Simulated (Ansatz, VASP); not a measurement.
# BO in two plane-wave programs, part 2 of 2

Aim: how closely do two programs agree when they are given the same cell, functional and k mesh? Of the first pair: The structure shown is the start of the Ansatz relaxation below; VASP solves that cell, so the two are compared at the walk's first step.

VASP 6.6.1 and Ansatz 0.2.0.

So far: The starting structure; Ansatz: relaxation, PBE; VASP: single point, PBE, start cell, pair 1.

## Step 4: Side by side

Known differences besides the potentials themselves: Ansatz cuts the interaction across the vacuum, VASP repeats the sheet with a dipole correction; the cutoff is 420 eV in Ansatz and 520 eV in VASP. Total energies have different zeros and are not compared.

Forces (eV/Å; atoms numbered as in POSCAR):

| atom | Ansatz x, y, z | VASP x, y, z |
| --- | --- | --- |
| B1 | 0.000, 0.000, -0.912 | 0.000, 0.000, -0.908 |
| B2 | 0.000, 0.000, 0.912 | 0.000, 0.000, 0.908 |
| O3 | 0.000, 0.000, 2.895 | 0.000, 0.000, 2.910 |
| O4 | 0.000, 0.000, -2.895 | 0.000, 0.000, -2.910 |

The forces differ by 6.6 meV/Å r.m.s., which is 0.5 % of the r.m.s. force of 1.245 eV/Å (both taken over all components). With vacuum in the cell, a pressure given here is an average over mostly empty space and none of the material.

## Step 5: Ansatz: relaxation, PBE

This run makes the geometry at which the two programs are then compared.

The structure compared here is the end of the Ansatz relaxation.

Contents of input.yaml:

```yaml
crystal:
  lattice:
    - [2.17092, 0.0, 0.0]
    - [-1.08546, 1.8800718696, 0.0]
    - [0.0, 0.0, 32.9]
  atoms:
    - { symbol: B, position: [0.3333333333, 0.6666666667, 0.5255319149] }
    - { symbol: B, position: [0.3333333333, 0.6666666667, 0.4744680851] }
    - { symbol: O, position: [0.6666666667, 0.3333333333, 0.5430723404] }
    - { symbol: O, position: [0.6666666667, 0.3333333333, 0.4569276596] }
  periodic: [true, true, false]
kpoints:
  mp_grid: { grid: [12, 12, 1] }
hamiltonian:
  xc: pbe
  pseudopotentials: { kind: paw, azcp: { folder: soft_1 } }
scf:
  occupations: { method: fermi_dirac, width: 0.02 }
relax:
  f_tol: 0.01
  max_steps: 100
  cell: {}
output:
  write_density: true
  write_potential: true
  elf: true
  volumetric_format: npy
```

Run with:

```sh
$ ansatz run input.yaml --threads 4 --pin off --max-ram 17510MiB --backend cpu --events-out ev --progress --plain --runs-dir out
```

Numbers of over 12 decimals in the logs are rounded to 6 here.

The program printed:

```text
[...]
Crystal: 4 atoms, lattice volume = 134.281 Å³
Basis set: ecut = 420 eV, 2701 PW (Γ), exchange–correlation on 30×30×450 points (8 copies of the dense FFT grid, shifted against one another)
Bands: 13, of which v1, the nominal top of the filled ones, is band 9 counted from 1 (8 counted from 0)
Symmetry: 12 space group operations
[...]
k-points: 19 of 144 (time reversal used)
[...]
--- Relaxed structure (9 steps of the walk, 9 accepted, 2 SCFs on fresh bases) ---
[...]
cell:  # Å, volume = 169.9411 Å³
    - [2.442226, 0, 0.0]
    - [-1.221113, 2.115030, 0.0]
    - [0.0, 0.0, 32.9]
  atoms:
    - { symbol: B, position: [0.333333, 0.666667, 0.526932] }
    - { symbol: B, position: [0.333333, 0.666667, 0.473068] }
    - { symbol: O, position: [0.666667, 0.333333, 0.544422] }
    - { symbol: O, position: [0.666667, 0.333333, 0.455578] }
[key lines of the parts left out:]
SCF converged after 6 iterations
Free energy (F): -1448.705506 eV
Fermi energy:    -4.240023 eV
P = ½ c Tr σ = 0.0413 N/m
```

## Step 6: VASP: single point, PBE, relaxed cell, pair 2

The same cell, functional, mesh and smearing now go to VASP, with its own data sets.

Contents of INCAR:

```
SYSTEM = BO
PREC = Accurate
ENCUT = 520
EDIFF = 1E-06
NELM = 120
ISMEAR = -1
SIGMA = 0.02
LREAL = .FALSE.
ALGO = Normal
GGA = PE
NBANDS = 15
LORBIT = 11
LWAVE = .FALSE.
LCHARG = .FALSE.
ISIF = 2
LDIPOL = .TRUE.
IDIPOL = 3
DIPOL = 0.5 0.5 0.5
LVHAR = .TRUE.
LASPH = .TRUE.
GGA_COMPAT = .FALSE.
EFERMI = MIDGAP
NELMDL = -8
```

Contents of POSCAR:

```
BO
1.0
    2.4422262060      0.0000000000      0.0000000000
   -1.2211131030      2.1150299362      0.0000000000
    0.0000000000      0.0000000000     32.9000000000
B O
2 2
Direct
    0.3333333333      0.6666666667      0.5269317053
    0.3333333333      0.6666666667      0.4730682947
    0.6666666666      0.3333333334      0.5444224687
    0.6666666666      0.3333333334      0.4555775313
```

Contents of KPOINTS:

```
Automatic mesh
0
Gamma
12 12 1
0 0 0
```

The projector-augmented-wave data sets are B and O (PBE family, release 64).

Run with:

```sh
$ mpirun -np 1 vasp_std
```

The program printed:

```text
[... set-up lines as in an earlier step ...]
 entering main loop
       N       E                     dE             d eps       ncg     rms          rms(c)
DAV:   1     0.166204402965E+03    0.16620E+03   -0.74261E+03   642   0.903E+02
DAV:   2    -0.144193968326E+02   -0.18062E+03   -0.15539E+03   900   0.208E+02
DAV:   3    -0.313874122550E+02   -0.16968E+02   -0.16893E+02   780   0.872E+01
DAV:   4    -0.316738002191E+02   -0.28639E+00   -0.28552E+00   803   0.127E+01
[...]
DAV:  21    -0.302982971686E+02   -0.14974E-04   -0.58096E-07   572   0.254E-03    0.286E-04
DAV:  22    -0.302983015482E+02   -0.43796E-05   -0.21534E-07   579   0.164E-03    0.207E-04
DAV:  23    -0.302983024484E+02   -0.90023E-06   -0.17157E-08   579   0.734E-04
   1 F= -.30298302E+02 E0= -.30298302E+02  d E =0.000000E+00
```

Parts of OUTCAR (step 6):

```text
  Total        0.2486951      0.2486951     -0.0423381      0.0000000      0.0000000      0.0000000
  in kB        2.3446582      2.3446582     -0.3991565      0.0000000      0.0000000      0.0000000
  external PRESSURE =       1.4300533 kB  Pullay stress =       0.0000000 kB

 POSITION                                       TOTAL-FORCE (eV/Angst)
 -----------------------------------------------------------------------------------
     -0.00000      1.41002     17.33605        -0.000000     -0.000000      0.002704
     -0.00000      1.41002     15.56395        -0.000000     -0.000000     -0.002704
      1.22111      0.70501     17.91150         0.000000      0.000000      0.006243
      1.22111      0.70501     14.98850         0.000000      0.000000     -0.006243
 -----------------------------------------------------------------------------------
    total drift:                               -0.000000      0.000000     -0.000000

  FREE ENERGIE OF THE ION-ELECTRON SYSTEM (eV)
  ---------------------------------------------------
  free  energy   TOTEN  =       -30.2983024484 eV

  energy  without entropy=      -30.2983024484  energy(sigma->0) =      -30.29830245

[... 1 part as in an earlier step ...]

[... 2 further parts left out ...]
[key lines of the parts left out:]
E-fermi :  -2.3661
```

## Step 7: Side by side

The two programs side by side:

| quantity | Ansatz | VASP | difference |
| --- | --- | --- | --- |
| gap on the k mesh (eV) | 4.792 | 4.765 | +0.027 |

At this near-relaxed geometry the largest component of a force difference is 5 meV/Å. A gap on the mesh is an upper bound, since the band edges may lie between its points. With vacuum in the cell, a pressure given here is an average over mostly empty space and none of the material.

## Step 8: Summary of results

- r.m.s. force difference (single point, PBE, start cell, pair 1): 0.53 % of the r.m.s. force
- difference in gap on the k mesh (single point, PBE, relaxed cell, pair 2): 0.027 eV

What this shows: The difference in gap on the k mesh is 0.027 eV (single point, PBE, relaxed cell, pair 2), within the 0.08 eV picked in this series as the mark of a large difference. Such differences can come from data sets, numerical settings and the points named under the comparisons, not from the functional's error against experiment.

[Lines on the potential files, build, host, timing and source positions are cut from VASP's logs without a mark.]

[Logs are printed without paths, hosts, clocks, repeated set-up lines and the standing remarks that a program may print on its own settings, such as how far it seeks lower states.]

[Hosts, paths, dates, database ids (printed as entryN), source tags and the programs' standing remarks are cut or masked in the printed files.]
